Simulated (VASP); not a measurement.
Consider the following.

```xyz
2
Lattice="4.2090 0.0000 0.0000 0.0000 4.2090 0.0000 0.0000 0.0000 4.2090" Properties=species:S:1:pos:R:3 pbc="T T T"
Cs     0.0000     0.0000     0.0000
Cl     2.1045     2.1045     2.1045
```

These are PBE GGA, VASP's PBE PAW potentials (set 64) (plane waves; VASP) values and carry that method's errors. Numerical set-up: 500 eV cut-off, 6×6×6 Γ-centred mesh, Gaussian smearing of 0.050 eV, potentials Cs_sv Cl.

Unless said otherwise, spin-orbit coupling is left out, though it shifts the bands of the heavy elements here.

Task: What does the run give for the energy per atom (σ→0), band gap (on the k-mesh) with the smallest direct gap where there is one?

Result: 
The band gap (on the k-mesh) is 4.99 eV, the smallest direct gap (on the k-mesh) is 4.99 eV and the energy per atom (σ→0) is -3.271 eV/atom.

The compound is CsCl in the CsCl type structure. It was relaxed first, which changed the volume by +7 %.
